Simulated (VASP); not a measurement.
# LiTlF2: structure and properties in VASP, part 4 of 5

Aim: relax LiTlF2, then compute properties on the relaxed cell. The cell is invented: other elements were put on sites of a known structure type. It may not be a known or stable phase.

VASP 6.6.1, plane waves and PAW; the level of theory is named at each step.

So far, gap on the k-mesh (eV): step 2 (rough relaxation of the start cell) 1.82; step 3 (full relaxation (PBE)) 1.77. The relaxed cell has a = 3.330, c = 18.256 Å (conventional setting).

## Step 5: Band structure (PBE)

Level of this step: PBE; plane waves and PAW (Li_sv, Tl_d, F); invented cell (VASP).

The mesh alone shows little of the dispersion and can miss band extrema, so KPOINTS_OPT adds a path through the symmetry points after the self-consistent cycle.

The input, INCAR:

```
SYSTEM = LiTlF2
PREC = Accurate
ENCUT = 650
EDIFF = 1E-06
NELM = 100
ISMEAR = -1
SIGMA = 0.05
LREAL = .FALSE.
ALGO = Normal
GGA = PE
NBANDS = 29
LORBIT = 11
LWAVE = .FALSE.
LCHARG = .FALSE.
KPAR = 2
```

The input, POSCAR:

```
LiTlF2
1.0
    1.6648498459      0.9612015033      6.0852503773
   -1.6648498459      0.9612015033      6.0852503773
    0.0000000000     -1.9224030168      6.0852503773
Li Tl F
1 1 2
Direct
    0.0000000000      0.0000000000      0.0000000000
    0.5000000000      0.5000000000      0.5000000000
    0.2743629591      0.2743629591      0.2743629591
    0.7256370409      0.7256370409      0.7256370409
```

The input, KPOINTS:

```
Automatic mesh
0
Gamma
8 8 8
0 0 0
```

The input, KPOINTS_OPT:

```
Line mode
16
Line-mode
Reciprocal
  0.00000000   0.00000000   0.00000000 GAMMA
  0.50000000   0.00000000   0.00000000 L

  0.50000000   0.00000000   0.00000000 L
  0.50000000   0.18330005  -0.18330005 B1

  0.81669995   0.50000000   0.18330005 B
  0.50000000   0.50000000   0.50000000 Z

  0.50000000   0.50000000   0.50000000 Z
  0.00000000   0.00000000   0.00000000 GAMMA

  0.00000000   0.00000000   0.00000000 GAMMA
  0.34165003   0.00000000  -0.34165003 X

  0.65834997   0.34165003   0.00000000 Q
  0.50000000   0.50000000   0.00000000 F

  0.50000000   0.50000000   0.00000000 F
  0.65834997   0.65834997   0.18330005 P1

  0.65834997   0.65834997   0.18330005 P1
  0.50000000   0.50000000   0.50000000 Z

  0.50000000   0.00000000   0.00000000 L
  0.81669995   0.34165003   0.34165003 P
```

PAW data sets: Li_sv, Tl_d and F (PBE family, release 64).

Started as:

```console
$ mpirun -np 2 vasp_std
```

Output:

```text
[... set-up lines as in an earlier step ...]
 entering main loop
       N       E                     dE             d eps       ncg     rms          rms(c)
DAV:   1     0.205603403536E+03    0.20560E+03   -0.17193E+04  3770   0.121E+03
DAV:   2    -0.846385014243E+01   -0.21407E+03   -0.20490E+03  4376   0.300E+02
DAV:   3    -0.185930306896E+02   -0.10129E+02   -0.10034E+02  4890   0.576E+01
DAV:   4    -0.189771988958E+02   -0.38417E+00   -0.38360E+00  5288   0.897E+00
DAV:   5    -0.189798186986E+02   -0.26198E-02   -0.26196E-02  4616   0.775E-01    0.804E+00
DAV:   6    -0.166943661361E+02    0.22855E+01   -0.57561E+00  4188   0.190E+01    0.392E+00
DAV:   7    -0.165705070782E+02    0.12386E+00   -0.39058E-01  4567   0.365E+00    0.235E+00
DAV:   8    -0.164769029990E+02    0.93604E-01   -0.23056E-01  4426   0.299E+00    0.479E-01
DAV:   9    -0.164778504019E+02   -0.94740E-03   -0.21870E-02  4470   0.694E-01    0.255E-01
DAV:  10    -0.164781150949E+02   -0.26469E-03   -0.27307E-03  4348   0.305E-01    0.558E-02
DAV:  11    -0.164780831801E+02    0.31915E-04   -0.52270E-04  4468   0.122E-01    0.268E-02
DAV:  12    -0.164781110758E+02   -0.27896E-04   -0.74537E-05  4289   0.398E-02    0.108E-02
DAV:  13    -0.164781063062E+02    0.47696E-05   -0.24185E-05  4540   0.240E-02    0.359E-03
DAV:  14    -0.164781064483E+02   -0.14210E-06   -0.18594E-06  3774   0.714E-03
   1 F= -.16478106E+02 E0= -.16478106E+02  d E =-.137664E-08
 Start KPOINTS_OPT (optional k-point list driver)
k-point batch [1-65\144]
       N       E                     dE             ncg
DAV:   1    -0.143733757317E+04   -0.47567E+05     3770
DAV:   2    -0.150857012637E+05   -0.13648E+05     4297
DAV:   3    -0.157501968974E+05   -0.66450E+03     5016
DAV:   4    -0.157786622319E+05   -0.28465E+02     5360
DAV:   5    -0.157788814805E+05   -0.21925E+00     4635
DAV:   6    -0.157788857715E+05   -0.42910E-02     4775
DAV:   7    -0.157788858819E+05   -0.11040E-03     4474
DAV:   8    -0.157788858850E+05   -0.30977E-05     3629
DAV:   9    -0.157788858851E+05   -0.16035E-06     2819
[...]
k-point batch [131-144\144]
       N       E                     dE             ncg
DAV:   1     0.559081143715E+05   -0.18172E+05      812
DAV:   2     0.530909559083E+05   -0.28172E+04      956
DAV:   3     0.529546647129E+05   -0.13629E+03     1059
DAV:   4     0.529495576289E+05   -0.51071E+01     1099
DAV:   5     0.529494995973E+05   -0.58032E-01     1007
DAV:   6     0.529494980934E+05   -0.15039E-02      939
DAV:   7     0.529494980564E+05   -0.36942E-04      972
DAV:   8     0.529494980556E+05   -0.81745E-06      667
```

Wall time 9 min (2 MPI ranks of AMD EPYC 7R43, shared host); peak memory 0.86 GiB.

From OUTCAR (step 5):

```text
   k-points           NKPTS =     65   k-points in BZ     NKDIM =     65   number of bands    NBANDS=     29

   NELECT =      30.0000    total number of electrons

 E-fermi :   2.6911

 k-point     1 :       0.0000    0.0000    0.0000
  band No.  band energies     occupation
    ...
     11       0.0587      2.00000
     12       0.0587      2.00000
     13       0.1236      2.00000
     14       0.1741      2.00000
     15       0.1741      2.00000
     16       6.2338      0.00000
     17      10.2801      0.00000
     18      14.1041      0.00000
     19      14.1041      0.00000
     20      14.6023      0.00000
    ...

  Total        0.0069192      0.0069192      0.0039403      0.0000000     -0.0000000      0.0000000
  in kB        0.1897359      0.1897359      0.1080501      0.0000000     -0.0000000      0.0000000
  external PRESSURE =       0.1625073 kB  Pullay stress =       0.0000000 kB

 POSITION                                       TOTAL-FORCE (eV/Angst)
 -----------------------------------------------------------------------------------
      0.00000      0.00000      0.00000         0.000000      0.000000      0.000000
      0.00000     -0.00000      9.12788         0.000000      0.000000      0.000000
      0.00000     -0.00000      5.00870         0.000000     -0.000000      0.001150
      0.00000     -0.00000     13.24705         0.000000      0.000000     -0.001150
 -----------------------------------------------------------------------------------
    total drift:                               -0.000000     -0.000000      0.000000

  FREE ENERGIE OF THE ION-ELECTRON SYSTEM (eV)
  ---------------------------------------------------
  free  energy   TOTEN  =       -16.4781064483 eV

  energy  without entropy=      -16.4781064469  energy(sigma->0) =      -16.47810645

[... 9 parts as in an earlier step ...]

[... 7 further parts left out ...]
```

Spin-orbit coupling is off here; with elements this heavy it splits and shifts levels by tenths of an eV or more.

This step gave:

```
bands                             : 29
Fermi energy                      : 2.691 eV
pressure                          : 0.01625 GPa
least gap on mesh and path        : 1.767 eV
least direct gap on mesh and path : 2.295 eV
```

The electronic bands at the labelled points (eV, zero at the valence-band top; v1 is the highest filled band, c1 the lowest empty one):

```
          point     v4     v3     v2     v1    c1    c2     c3
              Γ  -1.72  -1.66  -1.61  -1.61  4.45  8.50  12.32
0.47 of the way  -1.91  -1.66  -1.64  -0.82  5.49  7.06   9.38
              L  -2.48  -2.09  -1.75  -0.17  2.13  7.62   8.94
0.53 of the way  -2.43  -2.03  -1.93  -0.03  2.67  5.86   7.88
             B1  -2.39  -1.93  -1.88  -0.14  3.49  4.07   7.98
      jump to B  -2.39  -1.93  -1.88  -0.14  3.49  4.07   7.98
0.53 of the way  -2.03  -1.92  -1.66  -0.65  5.30  6.83   8.97
              Z  -1.80  -1.54  -1.54  -0.50  3.65  9.46  11.55
0.47 of the way  -1.77  -1.56  -1.56  -0.91  4.01  8.97  12.19
              Γ  -1.72  -1.66  -1.61  -1.61  4.45  8.50  12.32
0.47 of the way  -2.04  -1.78  -1.55  -0.71  5.92  6.33   8.78
              X  -2.32  -2.02  -1.85  -0.10  3.58  3.91   8.02
      jump to Q  -2.32  -2.02  -1.85  -0.10  3.58  3.91   8.02
0.47 of the way  -2.14  -1.90  -1.66  -0.41  2.33  6.36   7.64
              F  -2.24  -1.61  -1.58  -0.54  1.77  7.37   8.92
0.47 of the way  -2.23  -1.65  -1.59  -0.53  1.81  7.36   8.92
             P1  -2.21  -1.81  -1.62  -0.48  1.95  7.34   8.94
0.47 of the way  -2.03  -1.98  -1.56  -0.64  5.26  6.40  10.43
              Z  -1.80  -1.54  -1.54  -0.50  3.65  9.46  11.55
      jump to L  -2.48  -2.09  -1.75  -0.17  2.13  7.62   8.94
0.53 of the way  -2.14  -2.13  -1.69  -0.28  2.06  7.49   8.94
              P  -2.21  -1.81  -1.62  -0.48  1.95  7.34   8.94
```

Of the projections kept (Li, Tl, F), the largest for each band there; the rest of the weight can lie on other orbitals:

```
point      v4      v3      v2       v1       c1       c2       c3
    Γ  F 0.99  F 0.84  F 0.99   F 0.99  Tl 0.56   F 0.49  Tl 0.93
    L  F 0.88  F 0.98  F 0.99   F 0.54  Tl 0.55  Tl 0.77  Tl 0.93
   B1  F 0.91  F 0.93  F 0.96  Tl 0.58  Tl 0.73  Tl 0.80  Tl 0.73
    B  F 0.91  F 0.93  F 0.96  Tl 0.58  Tl 0.73  Tl 0.80  Tl 0.73
    Z  F 1.00  F 0.99  F 0.99   F 0.88  Tl 0.67  Li 0.53   F 0.49
    Γ  F 0.99  F 0.84  F 0.99   F 0.99  Tl 0.56   F 0.49  Tl 0.93
```

The electronic bands as a text plot (rows in eV, shown from -6.4 to 7.0 only; labels by their first letter):

```
    6.7 |      +          + +              +           +
    6.1 |    ++     +      +              +      +      ++
    5.6 |    +           +  +            ++ +
    5.0 |  ++ +      +  +  + +         ++    +  +        ++
    4.5 |++           +   +   +     +++    +  +         +  +
    3.9 |      +       +       +++++           +            ++
    3.4 |             ++++                  ++++       +
    2.8 |       +   ++                          +
    2.2 |        +++                             ++   +       +++
    1.7 |                                          +++
    1.1 |
    0.6 |
    0.0 |        *******                    *****             *
   -0.5 |    ****       ***********       **     ************* **
   -1.1 | ***                      *  ****
   -1.6 |*********** ********************************************
   -2.2 |**********************     ************************  ***
   -2.7 |   ************************    **********     *********
   -3.3 |      ********                       * *******       ***
   -3.9 |       *****  **                   ** *******        ***
   -4.4 |      *         *                 *          **
   -5.0 |     *           **              *             *
   -5.5 |    *              **           *               **
   -6.1 |****                 ***********                  ***
         Γ       L    B|B        Z   Γ        X|Q   FP       Z|LP
```

The path finds the gap of the mesh within 0.02 eV, so the mesh comes close to both band edges.

## Step 6: Total and projected DOS (PBE)

Here the states are counted by energy and projected on the atoms. The mesh is finer than in the run before.

INCAR, as its differences from that of step 5:

```diff
@@ -5,3 +5,3 @@
 NELM = 100
-ISMEAR = -1
+ISMEAR = -5
 SIGMA = 0.05
@@ -15 +15,2 @@
 KPAR = 2
+NEDOS = 2001
```

POSCAR is that of step 5.

The input, KPOINTS:

```
Automatic mesh
0
Gamma
12 12 12
0 0 0
```

Started as:

```console
$ mpirun -np 2 vasp_std
```

Output:

```text
[... set-up lines as in an earlier step ...]
 entering main loop
       N       E                     dE             d eps       ncg     rms          rms(c)
DAV:   1     0.206477169757E+03    0.20648E+03   -0.17164E+04 10962   0.120E+03
DAV:   2    -0.848057044492E+01   -0.21496E+03   -0.20550E+03 12767   0.300E+02
DAV:   3    -0.185975294761E+02   -0.10117E+02   -0.10023E+02 14127   0.578E+01
DAV:   4    -0.189766836400E+02   -0.37915E+00   -0.37860E+00 15156   0.902E+00
DAV:   5    -0.189797037859E+02   -0.30201E-02   -0.30200E-02 13375   0.844E-01    0.804E+00
DAV:   6    -0.166941050424E+02    0.22856E+01   -0.57066E+00 12188   0.190E+01    0.392E+00
DAV:   7    -0.165704497690E+02    0.12366E+00   -0.39198E-01 13168   0.365E+00    0.235E+00
DAV:   8    -0.164768799488E+02    0.93570E-01   -0.22951E-01 12967   0.299E+00    0.481E-01
DAV:   9    -0.164777968097E+02   -0.91686E-03   -0.21983E-02 12937   0.696E-01    0.255E-01
DAV:  10    -0.164780626363E+02   -0.26583E-03   -0.27419E-03 12545   0.306E-01    0.562E-02
DAV:  11    -0.164780277385E+02    0.34898E-04   -0.53368E-04 12979   0.124E-01    0.268E-02
DAV:  12    -0.164780556628E+02   -0.27924E-04   -0.75644E-05 12495   0.401E-02    0.110E-02
DAV:  13    -0.164780507369E+02    0.49258E-05   -0.24542E-05 13413   0.243E-02    0.359E-03
DAV:  14    -0.164780508844E+02   -0.14743E-06   -0.18811E-06 10933   0.716E-03
   1 F= -.16478051E+02 E0= -.16478051E+02  d E =0.000000E+00
```

Wall time 11 min (2 MPI ranks); peak memory 1.3 GiB; 21 min of CPU time.

OUTCAR, selected parts (step 6):

```text
   k-points           NKPTS =    189   k-points in BZ     NKDIM =    189   number of bands    NBANDS=     29

   NELECT =      30.0000    total number of electrons

 E-fermi :   1.7958

 k-point     1 :       0.0000    0.0000    0.0000
  band No.  band energies     occupation
    ...
     11       0.0586      2.00000
     12       0.0586      2.00000
     13       0.1236      2.00000
     14       0.1740      2.00000
     15       0.1740      2.00000
     16       6.2338      0.00000
     17      10.2800      0.00000
     18      14.1041      0.00000
     19      14.1041      0.00000
     20      14.6023      0.00000
    ...

  Total        0.0070971      0.0070971      0.0037077      0.0000000     -0.0000000      0.0000000
  in kB        0.1946145      0.1946145      0.1016720      0.0000000     -0.0000000      0.0000000
  external PRESSURE =       0.1636337 kB  Pullay stress =       0.0000000 kB

 POSITION                                       TOTAL-FORCE (eV/Angst)
 -----------------------------------------------------------------------------------
      0.00000      0.00000      0.00000         0.000000     -0.000000      0.000000
      0.00000     -0.00000      9.12788         0.000000     -0.000000      0.000000
      0.00000     -0.00000      5.00870         0.000000     -0.000000      0.001186
      0.00000     -0.00000     13.24705         0.000000      0.000000     -0.001186
 -----------------------------------------------------------------------------------
    total drift:                               -0.000000     -0.000000      0.000000

  FREE ENERGIE OF THE ION-ELECTRON SYSTEM (eV)
  ---------------------------------------------------
  free  energy   TOTEN  =       -16.4780508844 eV

  energy  without entropy=      -16.4780508844  energy(sigma->0) =      -16.47805088

[... 7 parts as in an earlier step ...]

[... 9 further parts left out ...]
```

Numbers from this step:

```
irreducible k-points : 189
Fermi energy         : 1.796 eV
pressure             : 0.01636 GPa
valence top at k     : -0.3333, 0.25, 0
gap on the k-mesh    : 1.781 eV
```

The density of states has structure finer than the step of the table below, so its rows give means over 1 eV, whole bins alone (the curve runs from -11.9 to 9.72 eV). Peaks (eV: height): total -9.9: 8.39, -9.3: 21.1, -1.7: 10.4, -0.7: 4.04; F p -2.7: 3.68, -1.7: 8.00, -0.7: 2.48; Tl s -3.8: 0.374, -0.6: 0.894; Tl p 5.4: 0.319, 6.6: 0.456, 7.6: 0.562, 7.9: 0.596; Tl d -9.9: 7.85, -9.3: 20.3.

States under -11.9 eV and over 9.7 eV are left out. The density of states by energy, zero at the valence-band top; means over each step; values in states/eV/cell:

```
energy (eV)  total     F p     Tl s     Tl p     Tl d
        -11      0       0        0        0        0
        -10   4.29  0.0107   0.0154  0.00355     4.03
         -9   5.72  0.0146  0.00215  0.00192     5.49
         -8      0       0        0        0        0
         -7      0       0        0        0        0
         -6  0.456  0.0518    0.199  0.00603   0.0185
         -5  0.596   0.112    0.225   0.0167   0.0112
         -4  0.948   0.307    0.276   0.0139   0.0202
         -3   2.90    1.87   0.0152   0.0604   0.0216
         -2   6.90    5.06   0.0390   0.0591   0.0673
         -1   1.33   0.845    0.219  0.00503  0.00857
          0  0.867   0.408    0.299  0.00387  0.00405
          1      0       0        0        0        0
          2  0.198  0.0311  0.00547   0.0631  0.00131
          3  0.616  0.0797   0.0310    0.203  0.00988
          4  0.467  0.0412   0.0335    0.147  0.00720
          5  0.800  0.0780   0.0305    0.243   0.0169
          6  0.729  0.0712   0.0199    0.241   0.0232
          7  0.969   0.101   0.0200    0.345   0.0222
          8  0.985  0.0838   0.0157    0.395   0.0248
          9  0.800  0.0410   0.0169    0.246   0.0306
```

The gap on this mesh is 1.78 eV. In the top eV of the valence band the largest shares in the PAW spheres are F p 54 % and Tl s 27 %. The rest lies in smaller channels or between the spheres.

(Part 4 of 5 ends here.)

[Lines on the potential files, build, host, timing and source positions are cut from VASP's logs without a mark.]

[Logs are printed without paths, hosts, clocks, repeated set-up lines and the standing remarks that a program may print on its own settings, such as how far it seeks lower states.]

[Hosts, paths, dates, database ids (printed as entryN), source tags and the programs' standing remarks are cut or masked in the printed files.]

[A measured line is paired with the nearest computed mode of its activity, which favours agreement.]
